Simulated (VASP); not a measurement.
Method: r2SCAN+rVV10, VASP's PBE PAW potentials (set 64) (plane waves; VASP).

VASP ran on this input.

File KPOINTS:
```
Regular mesh
0
gamma
  8 8 5
```

**POSCAR**
```
GaN
1
    1.6224302976    -2.8101316686     0.0000000000
    1.6224302976     2.8101316686     0.0000000000
    0.0000000000     0.0000000000     5.2816988410
Ga N
2 2
Direct
  0.6666670000   0.3333330000   0.5000334008
  0.3333330000   0.6666670000   0.0000334008
  0.6666670000   0.3333330000   0.8769665992
  0.3333330000   0.6666670000   0.3769665992
```

**INCAR**
```
SYSTEM=GaN
PREC=Accurate; ENCUT=520; LREAL=.FALSE.
LASPH=.TRUE.
EDIFF=1E-7; NELM=100; ALGO=Normal
LMAXMIX=4; LMIXTAU=.TRUE.
ISMEAR=0; SIGMA=0.05
METAGGA=R2SCAN; LUSE_VDW=.TRUE.; BPARAM=11.95
CPARAM=0.0093
IBRION=2; NSW=30; ISIF=4
EDIFFG=-0.01
LWAVE=.FALSE.; LCHARG=.FALSE.
```

POTCAR, in this order: Ga_d N (PBE.64 set). Program: vasp_std.

The run wrote:

OSZICAR:
```
       N       E                     dE             d eps       ncg     rms          rms(c)
DAV:   1     0.259052506853E+03    0.25905E+03   -0.18877E+04  1368   0.306E+03
DAV:   2    -0.152939369860E+02   -0.27435E+03   -0.26637E+03  1462   0.538E+02
DAV:   3    -0.509216521709E+02   -0.35628E+02   -0.35327E+02  1500   0.157E+02
DAV:   4    -0.524101929761E+02   -0.14885E+01   -0.14846E+01  1864   0.342E+01
DAV:   5    -0.524301476422E+02   -0.19955E-01   -0.19948E-01  1474   0.364E+00    0.980E+00
DAV:   6    -0.439976439048E+02    0.84325E+01   -0.12177E+01  2382   0.567E+01    0.336E+00
DAV:   7    -0.421442357763E+02    0.18534E+01   -0.15105E+00  1418   0.108E+01    0.224E+00
DAV:   8    -0.450205083471E+02   -0.28763E+01   -0.18305E+00  1888   0.147E+01    0.199E+00
DAV:   9    -0.437127363452E+02    0.13078E+01   -0.54837E-01  1542   0.780E+00    0.663E-01
DAV:  10    -0.427234089433E+02    0.98933E+00   -0.34630E-01  1626   0.567E+00    0.149E-01
DAV:  11    -0.427372800964E+02   -0.13871E-01   -0.27545E-02  1616   0.162E+00    0.272E-01
DAV:  12    -0.427328191327E+02    0.44610E-02   -0.13962E-03  2016   0.479E-01    0.242E-01
DAV:  13    -0.427352201958E+02   -0.24011E-02   -0.23330E-03  2250   0.615E-01    0.113E-01
DAV:  14    -0.427346170693E+02    0.60313E-03   -0.39503E-02  2088   0.297E+00    0.989E-01
DAV:  15    -0.427401195192E+02   -0.55024E-02   -0.13851E-02  1990   0.196E+00    0.412E-01
DAV:  16    -0.427407734611E+02   -0.65394E-03   -0.31719E-03  2096   0.551E-01    0.191E-01
DAV:  17    -0.427407744654E+02   -0.10043E-05   -0.90896E-04  2324   0.352E-01    0.502E-02
DAV:  18    -0.427407816040E+02   -0.71387E-05   -0.17188E-04  2156   0.152E-01    0.460E-03
DAV:  19    -0.427407942736E+02   -0.12670E-04   -0.22888E-05  1476   0.416E-02    0.450E-03
DAV:  20    -0.427407956876E+02   -0.14141E-05   -0.56507E-06  1524   0.231E-02    0.112E-02
DAV:  21    -0.427407982931E+02   -0.26055E-05   -0.23254E-06  1420   0.180E-02    0.616E-03
DAV:  22    -0.427407954884E+02    0.28047E-05   -0.67224E-07  1764   0.820E-03    0.231E-03
DAV:  23    -0.427407967248E+02   -0.12364E-05   -0.22638E-07  1132   0.720E-03    0.279E-04
DAV:  24    -0.427407966599E+02    0.64899E-07   -0.43473E-08   702   0.285E-03
   1 F= -.42740797E+02 E0= -.42740797E+02  d E =-.427408E+02
       N       E                     dE             d eps       ncg     rms          rms(c)
DAV:   1    -0.427409074860E+02   -0.11076E-03   -0.29596E-03  1502   0.474E-01    0.601E-02
DAV:   2    -0.427408480033E+02    0.59483E-04   -0.15582E-04  1572   0.198E-01    0.364E-02
DAV:   3    -0.427408066004E+02    0.41403E-04   -0.51093E-05  1724   0.124E-01    0.318E-03
DAV:   4    -0.427408178515E+02   -0.11251E-04   -0.19159E-05  1342   0.490E-02    0.206E-03
DAV:   5    -0.427408097314E+02    0.81201E-05   -0.22708E-06  1404   0.145E-02    0.118E-03
DAV:   6    -0.427408165358E+02   -0.68044E-05   -0.11492E-06  1374   0.902E-03    0.428E-04
DAV:   7    -0.427408145703E+02    0.19655E-05   -0.11169E-07  1010   0.320E-03    0.270E-04
DAV:   8    -0.427408156428E+02   -0.10725E-05   -0.15914E-08   690   0.143E-03    0.144E-04
DAV:   9    -0.427408144407E+02    0.12021E-05   -0.10319E-08   678   0.120E-03    0.312E-05
DAV:  10    -0.427408147959E+02   -0.35514E-06   -0.24262E-09   666   0.605E-04    0.280E-05
DAV:  11    -0.427408146178E+02    0.17802E-06   -0.61472E-10   678   0.327E-04    0.251E-05
DAV:  12    -0.427408146392E+02   -0.21377E-07   -0.34987E-10   678   0.223E-04
   2 F= -.42740815E+02 E0= -.42740815E+02  d E =-.179793E-04
```

File OUTCAR:
```
------------------------ aborting loop because EDIFF is reached ----------------------------------------
  FORCE on cell =-STRESS in cart. coord.  units (eV):
  Direction    XX          YY          ZZ          XY          YZ          ZX
  --------------------------------------------------------------------------------------
  Total       -3.0728680     -3.0728679     -3.0798603      0.0000000      0.0000000      0.0000000
  in kB     -102.2252403   -102.2252377   -102.4578524      0.0000000      0.0000000      0.0000000
  external PRESSURE =    -102.3027768 kB  Pullay stress =       0.0000000 kB
  volume of cell :       48.16
      direct lattice vectors                 reciprocal lattice vectors
     1.622021455 -2.809423535 -0.000000000     0.308257328 -0.177972454  0.000000000
     1.622021455  2.809423535  0.000000000     0.308257328  0.177972454  0.000000000
     0.000000000  0.000000000  5.284361756     0.000000000 -0.000000000  0.189237612
  FREE ENERGIE OF THE ION-ELECTRON SYSTEM (eV)
  ---------------------------------------------------
  free  energy   TOTEN  =       -42.7408146392 eV

  energy  without entropy=      -42.7408146392  energy(sigma->0) =      -42.74081464

 reached required accuracy - stopping structural energy minimisation
```
(Selected blocks of OUTCAR.)

**CONTCAR**
```
GaN
   1.00000000000000
     1.6220214547259595   -2.8094235348586070   -0.0000000000000000
     1.6220214547259595    2.8094235348586070    0.0000000000000000
     0.0000000000000000    0.0000000000000000    5.2843617560687637
  Ga              N
     2     2
Direct
     0.6666669999999968    0.3333330000000032    0.5000671444061169
     0.3333330000000032    0.6666669999999968    0.0000671444061169
     0.6666669999999968    0.3333330000000032    0.8769328555938856
     0.3333330000000032    0.6666669999999968    0.3769328555938856
```

OUTCAR:
```
 val. band max:        4.4832770311   @ k =   0.0000   0.0000   0.0000

 cond. band min:       6.3944026414   @ k =   0.0000   0.0000   0.0000


 Fermi energy:         4.7440229679

 k-point     1 :       0.0000    0.0000    0.0000
  band No.  band energies     occupation
      1     -11.8583      2.00000
      2     -11.0139      2.00000
      3      -9.2977      2.00000
      4      -9.2832      2.00000
      5      -9.2832      2.00000
      6      -9.2259      2.00000
      7      -9.2259      2.00000
      8      -9.0423      2.00000
      9      -9.0422      2.00000
     10      -8.9590      2.00000
     11      -8.9590      2.00000
     12      -7.8551      2.00000
     13      -2.3597      2.00000
     14       3.4860      2.00000
     15       3.4861      2.00000
     16       4.4527      2.00000
     17       4.4833      2.00000
     18       4.4833      2.00000
     19       6.3944      0.00000
     20       8.8872      0.00000
     21      14.0441      0.00000
     22      14.7098      0.00000

 k-point     2 :       0.1250    0.0000    0.0000
  band No.  band energies     occupation
      1     -11.7226      2.00000
      2     -10.9786      2.00000
      3      -9.2823      2.00000
      4      -9.2642      2.00000
      5      -9.2301      2.00000
      6      -9.2064      2.00000
      7      -9.1995      2.00000
      8      -9.0529      2.00000
      9      -9.0426      2.00000
     10      -8.9786      2.00000
     11      -8.9559      2.00000
     12      -7.7607      2.00000
     13      -2.1470      2.00000
     14       2.4527      2.00000
     15       3.1887      2.00000
     16       3.2956      2.00000
     17       4.3034      2.00000
     18       4.3491      2.00000
     19       7.4910      0.00000
     20       9.7573      0.00000
     21      13.4568      0.00000
     22      13.9656      0.00000

 k-point     3 :       0.2500    0.0000    0.0000
  band No.  band energies     occupation
      1     -11.4041      2.00000
...
```

The compound is GaN in the wurtzite structure. This cell is one point of a volume scan, at 1.06 of the reference volume. Symmetry was kept, so distortions that lower it aren't found.
